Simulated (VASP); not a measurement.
Runs of VASP 6.6.1 on PtSe2. Symmetry: P-3m1, No. 164, trigonal system. The conventional cell has a = 3.758 Å, b = 3.758 Å, c = 4.870 Å, α = 90.00°, β = 90.00°, γ = 120.00°. Around Pt (site symmetry -3m) lie 6 Se at 2.51 Å. Se (site symmetry 3m) is surrounded by 3 Pt at 2.51 Å. The cell is a database's computed one.

| level | k mesh | cutoff (eV) | smearing | gap on the mesh (eV) | pressure (GPa) | largest force (eV/Å) |
| --- | --- | --- | --- | --- | --- | --- |
| PBEsol | 12 × 12 × 8 | 520 | gaussian 0.1 eV | none | 0.0 | 0.01 |
| PBEsol | 9 × 9 × 6 | 700 | gaussian 0.1 eV | none | 0.0 | 0.01 |
| PBEsol | 9 × 9 × 6 | 900 | gaussian 0.1 eV | none | 0.0 | 0.01 |
| r2SCAN | 9 × 9 × 6 | 520 | gaussian 0.1 eV | none | (a) | 0.01 |
| PBEsol | 9 × 9 × 6 | 520 | gaussian 0.5 eV | none | 0.1 | 0.02 |

Alike in all rows: task single point; potentials or basis VASP PAW PBE potentials, release 64 (Pt, Se); no spin polarisation; cell as given.

Problem. Fill in the values left out.

Solution. (a) 2.9.

Caveats: the PAW data sets were made with another functional, which shifts forces and pressure a little.

A k mesh can miss the band edges, and the runs leave out spin-orbit coupling on Pt, Se.

A gap of «none» marks a metal or a gap under the smearing width.
